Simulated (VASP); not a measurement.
HgZn3Te4 (ordered alloy cell): computed properties

All values below come from PBEsol GGA, VASP's PBE PAW potentials (set 64) (plane waves; VASP).

| Quantity | Value |
|---|---|
| space group | R3m (160) |
| cell | a = b = 4.3642 Å, c = 42.8852 Å, α = β = 90.00°, γ = 120.00° |
| volume per atom | 29.47 Å³/atom |
| band gap (over mesh and band path) | 0.36 eV |
| smallest direct gap (over mesh and band path) | 0.36 eV |
| band-edge character | direct, Γ to Γ |
| density | 6.39 g/cm³ |

```cif
data_Hg3Te12Zn9
_chemical_formula_sum 'Zn9 Te12 Hg3'
_space_group_name_H-M_alt 'R3m :H'
_space_group_IT_number 160
_space_group_name_Hall 'R 3 -2"'
_cell_length_a 4.36425
_cell_length_b 4.36425
_cell_length_c 42.88522
_cell_angle_alpha 90.000
_cell_angle_beta 90.000
_cell_angle_gamma 120.000
loop_
_atom_site_label
_atom_site_type_symbol
_atom_site_symmetry_multiplicity
_atom_site_Wyckoff_symbol
_atom_site_fract_x
_atom_site_fract_y
_atom_site_fract_z
_atom_site_occupancy
Zn1 Zn 3 a 0.00000 0.00000 0.99717 1
Zn2 Zn 3 a 0.00000 0.00000 0.24985 1
Zn3 Zn 3 a 0.00000 0.00000 0.50224 1
Te1 Te 3 a 0.00000 0.00000 0.31118 1
Te2 Te 3 a 0.00000 0.00000 0.56361 1
Te3 Te 3 a 0.00000 0.00000 0.81631 1
Te4 Te 3 a 0.00000 0.00000 0.05816 1
Hg1 Hg 3 a 0.00000 0.00000 0.75146 1
```
(The calculation used a cell of 8 atoms; values per cell refer to that cell.)

Unless said otherwise, spin-orbit coupling is left out, though it shifts the bands of the heavy elements here.

The structure was generated: HgZn3Te4 was put into an ordered model structure (R3m), which need not be its known phase. It was relaxed first. Symmetry was kept, so distortions that lower it aren't found.
